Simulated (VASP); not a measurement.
These are vdW-DF-cx, VASP's PBE PAW potentials (set 64) (plane waves; VASP) values and carry that method's errors.

VASP ran on this input.

**KPOINTS**
```
Automatic mesh
0
Gamma
6 6 6
0 0 0
```

**INCAR**
```
SYSTEM = BaTiO3
PREC = Accurate
ENCUT = 520
EDIFF = 1E-7
NELM = 100
ALGO = Normal
LREAL = .FALSE.
LASPH = .TRUE.
ISMEAR = 0
SIGMA = 0.05
GGA = CX
LUSE_VDW = .TRUE.
AGGAC = 0.0
LMAXMIX = 4
LWAVE = .FALSE.
LCHARG = .FALSE.
ISIF = 2
```

POSCAR:
```
BaTiO3
3.9533670
  1.0000000330   0.0000000000   0.0000000000
  0.0000000000   1.0000000330   0.0000000000
  0.0000000000   0.0000000000   1.0000000330
Ba Ti O
1 1 3
Direct
  0.0000000000   0.0000000000   0.0000000000
  0.5000000000   0.5000000000   0.5000000000
  0.5000000000   0.0000000000   0.5000000000
  0.0000000000   0.5000000000   0.5000000000
  0.5000000000   0.5000000000   0.0000000000
```

POTCAR, in this order: Ba_sv Ti_sv O (PBE.64 set). Program: vasp_std.

Output of the run:

OSZICAR:
```
       N       E                     dE             d eps       ncg     rms          rms(c)
DAV:   1     0.465625616421E+03    0.46563E+03   -0.21610E+04   960   0.181E+03
DAV:   2     0.708066276960E+01   -0.45854E+03   -0.45177E+03  1224   0.487E+02
DAV:   3    -0.397252925188E+02   -0.46806E+02   -0.46574E+02  1408   0.145E+02
DAV:   4    -0.415699912635E+02   -0.18447E+01   -0.18440E+01  1360   0.270E+01
DAV:   5    -0.416361970500E+02   -0.66206E-01   -0.66204E-01  1352   0.383E+00    0.242E+01
DAV:   6    -0.312248822304E+02    0.10411E+02   -0.69148E+01  1408   0.779E+01    0.102E+01
DAV:   7    -0.312636654024E+02   -0.38783E-01   -0.99558E+00  1176   0.233E+01    0.670E+00
DAV:   8    -0.311592570933E+02    0.10441E+00   -0.13676E+00  1312   0.117E+01    0.235E+00
DAV:   9    -0.311537488690E+02    0.55082E-02   -0.23929E-01  1208   0.399E+00    0.924E-01
DAV:  10    -0.311554811246E+02   -0.17323E-02   -0.11006E-01  1232   0.232E+00    0.851E-01
DAV:  11    -0.311468517523E+02    0.86294E-02   -0.66317E-02  1360   0.194E+00    0.161E-01
DAV:  12    -0.311464915882E+02    0.36016E-03   -0.35114E-03  1192   0.570E-01    0.465E-02
DAV:  13    -0.311466555599E+02   -0.16397E-03   -0.10396E-03  1376   0.253E-01    0.959E-02
DAV:  14    -0.311465158538E+02    0.13971E-03   -0.65880E-04  1280   0.178E-01    0.115E-02
DAV:  15    -0.311465174041E+02   -0.15503E-05   -0.27865E-05  1240   0.371E-02    0.680E-03
DAV:  16    -0.311465173330E+02    0.71130E-07   -0.27860E-06  1360   0.114E-02    0.388E-03
DAV:  17    -0.311465172826E+02    0.50439E-07   -0.32431E-07   848   0.433E-03
   1 F= -.31146517E+02 E0= -.31146517E+02  d E =-.355618E-18
```

### OUTCAR
```
------------------------ aborting loop because EDIFF is reached ----------------------------------------
  FORCE on cell =-STRESS in cart. coord.  units (eV):
  Direction    XX          YY          ZZ          XY          YZ          ZX
  --------------------------------------------------------------------------------------
  Total        2.2367761      2.2367761      2.2367761      0.0000000      0.0000000     -0.0000000
  in kB       58.0004879     58.0004879     58.0004879      0.0000000      0.0000000     -0.0000000
  external PRESSURE =      58.0004879 kB  Pullay stress =       0.0000000 kB
  volume of cell :       61.79
      direct lattice vectors                 reciprocal lattice vectors
     3.953367131  0.000000000  0.000000000     0.252948934  0.000000000  0.000000000
     0.000000000  3.953367131  0.000000000     0.000000000  0.252948934  0.000000000
     0.000000000  0.000000000  3.953367131     0.000000000  0.000000000  0.252948934
 POSITION                                       TOTAL-FORCE (eV/Angst)
 -----------------------------------------------------------------------------------
      0.00000      0.00000      0.00000         0.000000      0.000000      0.000000
      1.97668      1.97668      1.97668         0.000000      0.000000      0.000000
      1.97668      0.00000      1.97668         0.000000      0.000000      0.000000
      0.00000      1.97668      1.97668         0.000000      0.000000      0.000000
      1.97668      1.97668      0.00000         0.000000      0.000000      0.000000
 -----------------------------------------------------------------------------------
    total drift:                                0.000000      0.000000     -0.000000
  FREE ENERGIE OF THE ION-ELECTRON SYSTEM (eV)
  ---------------------------------------------------
  free  energy   TOTEN  =       -31.1465172826 eV

  energy  without entropy=      -31.1465172826  energy(sigma->0) =      -31.14651728
```
(Selected blocks of OUTCAR.)

The compound is BaTiO3 in the cubic perovskite structure, the ideal cubic form; the compound distorts at low or room temperature. This cell is one point of a volume scan, at 0.97 of the reference volume.
